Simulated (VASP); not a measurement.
MoS2:

```xyz
6
Lattice="3.1610 0.0000 0.0000 -1.5805 2.7375 0.0000 0.0000 0.0000 11.6802" Properties=species:S:1:pos:R:3 pbc="T T T"
Mo    0.0000    1.8250    2.9201
Mo    1.5805    0.9125    8.7602
S     1.5805    0.9125    4.4851
S     1.5805    0.9125    1.3551
S     0.0000    1.8250   10.3252
S     0.0000    1.8250    7.1952
```

The cell was built by a generator and needn't be a form met in nature.

Base run:

| Item | Value |
| --- | --- |
| Program | VASP 6.6.1 |
| Functional | SCAN |
| Potentials or basis | VASP PAW PBE potentials, release 64 (Mo_sv, S) |
| Cutoff | 520 eV |
| k mesh | 8 × 8 × 2 |
| Occupations | fermi-dirac, width 0.05 eV |
| Spin | no spin polarisation |

Its results: band gap on the k mesh 0.79 eV, indirect (least direct gap 2.03 eV); pressure 1.8 GPa; largest force 0.486 eV/Å.

Question: After a change of settings the same cell gave: band gap on the k mesh 0.69 eV, indirect (least direct gap 1.87 eV); pressure -0.1 GPa; largest force 0.233 eV/Å. Which change was it?
A. functional from SCAN to optB86b-vdW
B. functional from SCAN to PBE; dispersion from none to D4
C. functional from SCAN to LDA; potentials or basis from VASP PAW PBE potentials, release 64 (Mo_sv, S) to VASP PAW LDA potentials, release 64 (Mo_sv, S)
D. functional from SCAN to PBEsol

Answer: B.

Caveats: the PAW data sets were made with another functional, which shifts forces and pressure a little (some runs).
